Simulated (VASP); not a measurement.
Level of theory: TPSS meta-GGA, VASP's PBE PAW potentials (set 64) (plane waves; VASP).

VASP ran on this input.

**POSCAR**
```
PbF2
1
    0.0000000000     2.9723861740     2.9723861740
    2.9723861740     0.0000000000     2.9723861740
    2.9723861740     2.9723861740     0.0000000000
Pb F
1 2
Direct
  0.0000000000   0.0000000000   0.0000000000
  0.2500000000   0.2500000000   0.2500000000
  0.7500000000   0.7500000000   0.7500000000
```

### INCAR
```
! general
SYSTEM  = PbF2
PREC    = Accurate
ENCUT   = 520
LREAL   = .False.
LASPH   = .True.

! electronic loop
EDIFF   = 1E-6
NELM    = 100
ALGO    = Normal
LMAXMIX = 4
LMIXTAU = .True.

! smearing
ISMEAR  = 0
SIGMA   = 0.05

! functional
METAGGA = TPSS

! ions
IBRION  = 2
NSW     = 60
ISIF    = 3
EDIFFG  = -0.02

! output
LWAVE   = .False.
LCHARG  = .False.
```

KPOINTS:
```
Automatic mesh
0
Gamma
6 6 6
0 0 0
```

POTCAR, in this order: Pb_d F (PBE.64 set). Program: vasp_std.

Estimate the energy per atom (σ→0), volume per atom.

| Item | Value |
|---|---|
| energy per atom (σ→0) | -6.332 eV/atom |
| volume per atom | 17.56 Å³/atom |

**OSZICAR**
```
...
DAV:   3    -0.189946028342E+02    0.13514E-03   -0.74097E-04   718   0.426E-01    0.373E-02
DAV:   4    -0.189945265359E+02    0.76298E-04   -0.25474E-04   690   0.245E-01    0.101E-02
DAV:   5    -0.189945765371E+02   -0.50001E-04   -0.15158E-05   584   0.436E-02    0.817E-03
DAV:   6    -0.189945575947E+02    0.18942E-04   -0.17215E-05   576   0.393E-02    0.726E-03
DAV:   7    -0.189945641215E+02   -0.65268E-05   -0.20368E-05   578   0.355E-02    0.213E-03
DAV:   8    -0.189945675464E+02   -0.34250E-05   -0.15770E-06   324   0.121E-02    0.562E-04
DAV:   9    -0.189945682697E+02   -0.72327E-06   -0.31785E-07   290   0.763E-03
   2 F= -.18994568E+02 E0= -.18994568E+02  d E =-.571106E-04
```

The compound is PbF2 in the fluorite structure, the β form. This run relaxes it. Symmetry was kept, so distortions that lower it aren't found. The start is the result of an earlier pass.
